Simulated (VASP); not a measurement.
Crystal: Nb.

```
Nb
1.0
    -1.66395    1.66395    1.66395
     1.66395   -1.66395    1.66395
     1.66395    1.66395   -1.66395
Nb
1
Direct
  0.00000 0.00000 0.00000
```

```yaml
Program: VASP 6.6.1
Task: relaxation of cell and atoms
Functional: PBE
Potentials_or_basis: VASP PAW PBE potentials, release 64 (Nb_sv)
Cutoff: 600 eV
k_mesh: 16 × 16 × 16
Occupations: methfessel-paxton, width 0.1 eV
Spin: no spin polarisation
```

At the start: pressure -3.2 GPa; volume 18.43 Å³/atom.

Question: Where does the relaxation end?

Answer: Over 3 steps the energy falls by 3.6 meV/atom and the volume is 18.08 Å³/atom (-1.9 %); space group Im-3m (No. 229, to 0.05 Å).

Step by step:
| step | energy change (eV) | largest force (eV/Å) | pressure (GPa) | volume (Å³) |
| --- | --- | --- | --- | --- |
| 1 | 0.0000 | 0.0000 | -3.18 | 18.43 |
| 2 | 0.0077 | 0.0000 | 6.16 | 17.47 |
| 3 | -0.0036 | 0.0000 | -0.04 | 18.08 |

Final structure:
```
Nb
1.0
    -1.65331    1.65331    1.65331
     1.65331   -1.65331    1.65331
     1.65331    1.65331   -1.65331
Nb
1
Direct
  0.00000 0.00000 0.00000
```
